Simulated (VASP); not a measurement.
Crystal: Ag.

```
Ag
1.0
     0.00000    2.03000    2.03000
     2.03000    0.00000    2.03000
     2.03000    2.03000    0.00000
Ag
1
Cartesian
  0.0000 0.0000 0.0000
```

The cell was built by a generator and needn't be a form met in nature.

| Property | Result |
| --- | --- |
| Program | VASP 6.6.1 |
| Task | relaxation of cell and atoms |
| Functional | r2SCAN |
| Potentials or basis | VASP PAW PBE potentials, release 64 (Ag) |
| Cutoff | 600 eV |
| k mesh | 18 × 18 × 18 |
| Occupations | methfessel-paxton, width 0.1 eV |
| Spin | no spin polarisation |

At the start: pressure 3.9 GPa; volume 16.73 Å³/atom.

Task: How do energy, volume and symmetry change on relaxing?

Result: Over 3 steps the energy falls by 6.5 meV/atom and the volume is 17.30 Å³/atom (+3.4 %); space group Fm-3m (No. 225, to 0.05 Å).

The path:
```csv
step,energy change (eV),largest force (eV/Å),pressure (GPa),volume (Å³)
1,0.0000,0.0000,3.87,16.73
2,-0.0032,0.0000,-2.40,17.73
3,-0.0065,0.0000,0.01,17.30
```

Final structure:
```yaml
crystal:
  lattice:
    - [0.00000, 2.05259, 2.05259]
    - [2.05259, 0.00000, 2.05259]
    - [2.05259, 2.05259, 0.00000]
  atoms:
    - { symbol: Ag, position: [0.00000, 0.00000, 0.00000] }
```

Caveat: the PAW data sets were made with another functional, which shifts forces and pressure a little.
